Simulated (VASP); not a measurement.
NaBe2Se2:

```
Na Be Se
1.0
     3.67228    0.00000    0.00000
    -1.83614    3.18028    0.00000
     0.00000    0.00000    8.01116
Na Be Se
1 2 2
Direct
  0.00000 0.00000 0.50000
  0.33333 0.66667 0.14639
  0.33333 0.66667 0.85361
  0.66667 0.33333 0.22852
  0.66667 0.33333 0.77148
```

The cell was built by a generator and needn't be a form met in nature.

* Program: VASP 6.6.1
* Task: relaxation of cell and atoms
* Functional: PBEsol
* Dispersion: rVV10
* Potentials or basis: VASP PAW PBE potentials, release 64 (Na_pv, Be, Se)
* Cutoff: 600 eV
* k mesh: 6 × 6 × 3
* Occupations: fermi-dirac, width 0.05 eV
* Spin: no spin polarisation

At the start: pressure -1.7 GPa; volume 18.71 Å³/atom.

Problem. How do energy, volume and symmetry change on relaxing?

Solution. Over 12 steps the energy falls by 3.1 meV/atom and the volume is 18.13 Å³/atom (-3.1 %); space group P-6m2 (No. 187, to 0.05 Å).

The path:
| step | energy change (eV) | largest force (eV/Å) | pressure (GPa) | volume (Å³) |
| --- | --- | --- | --- | --- |
| 1 | 0.0000 | 0.0676 | -1.66 | 93.56 |
| 2 | -0.0145 | 0.0061 | -0.09 | 90.96 |
| 3 | -0.0145 | 0.0036 | 0.01 | 90.87 |
| 4 | -0.0154 | 0.0129 | 0.03 | 90.69 |
| 5 | -0.0156 | 0.0212 | 0.06 | 90.60 |
| 6 | -0.0156 | 0.0218 | 0.05 | 90.59 |
| 7 | -0.0156 | 0.0227 | 0.05 | 90.58 |
| 8 | -0.0157 | 0.0160 | -0.02 | 90.65 |
| 9 | -0.0157 | 0.0107 | -0.06 | 90.71 |
| 10 | -0.0157 | 0.0059 | 0.00 | 90.64 |
| 11 | -0.0157 | 0.0055 | 0.01 | 90.62 |
| 12 | -0.0157 | 0.0032 | -0.01 | 90.63 |

Final structure:
```cif
data_structure
_symmetry_space_group_name_H-M 'P 1'
_symmetry_Int_Tables_number 1
_cell_length_a 3.6413
_cell_length_b 3.6413
_cell_length_c 7.8927
_cell_angle_alpha 90.000
_cell_angle_beta 90.000
_cell_angle_gamma 120.000
_cell_volume 90.63
loop_
_atom_site_label
_atom_site_type_symbol
_atom_site_fract_x
_atom_site_fract_y
_atom_site_fract_z
_atom_site_occupancy
Na1 Na 0.00000 0.00000 0.50000 1
Be1 Be 0.33333 0.66667 0.14727 1
Be2 Be 0.33333 0.66667 0.85273 1
Se1 Se 0.66667 0.33333 0.22834 1
Se2 Se 0.66667 0.33333 0.77166 1
```

Caveat: the PAW data sets were made with another functional, which shifts forces and pressure a little.
